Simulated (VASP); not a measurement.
An input for Quantum ESPRESSO's pw.x (written as the equivalent of a VASP run, and not itself run):

```
&CONTROL
  calculation = 'scf'
  pseudo_dir = './pseudo'
  outdir = './out'
  tprnfor = .true.
  tstress = .true.
/
&SYSTEM
  ibrav = 0
  nat = 2
  ntyp = 2
  ecutwfc = 96
  occupations = 'smearing'
  smearing = 'methfessel-paxton'
  degauss = 0.00735
  input_dft = 'pbesol'
/
&ELECTRONS
  conv_thr = 7.3e-09
  electron_maxstep = 100
/
ATOMIC_SPECIES
  Al 26.982 Al.upf
  Co 58.933 Co.upf
CELL_PARAMETERS angstrom
     2.8509816    0.0000000    0.0000000
     0.0000000    2.8509816    0.0000000
     0.0000000    0.0000000    2.8509816
ATOMIC_POSITIONS crystal
  Al   0.5000000  0.5000000  0.5000000
  Co   0.0000000  0.0000000  0.0000000
K_POINTS automatic
  13 13 13 0 0 0
```

**Question.** Translate this input to VASP (INCAR, KPOINTS, POSCAR, choice of POTCAR).

**Answer.** One answer among several that fit: 
KPOINTS:
```
kpoints
0
gamma
 13 13 13
```

### POSCAR
```
CoAl
5.7019630
  0.5000000172   0.0000000000   0.0000000000
  0.0000000000   0.5000000172   0.0000000000
  0.0000000000   0.0000000000   0.5000000172
Al Co
1 1
Cart
  0.2500000086   0.2500000086   0.2500000086
  0.0000000000   0.0000000000   0.0000000000
```

INCAR:
```
ALGO = Normal
EDIFF = 1E-7
ENCUT = 520
GGA = PS
ISIF = 2
ISMEAR = 1
LASPH = .True.
LCHARG = .False.
LMAXMIX = 4
LREAL = .False.
LWAVE = .False.
NELM = 100
PREC = Accurate
SIGMA = 0.1
SYSTEM = CoAl
```

POTCAR, in this order: Al Co (PBE.64 set). Program: vasp_std.

What does not carry over: the potentials are each code's own (VASP's PAW set, PseudoDojo norm-conserving files in pw.x), so ENCUT and ecutwfc are chosen apart and not converted; conv_thr bounds pw.x's estimated SCF error, while EDIFF bounds the energy change between steps.

The compound is CoAl in the CsCl type structure. This cell is one point of a volume scan, at 1.03 of the reference volume.
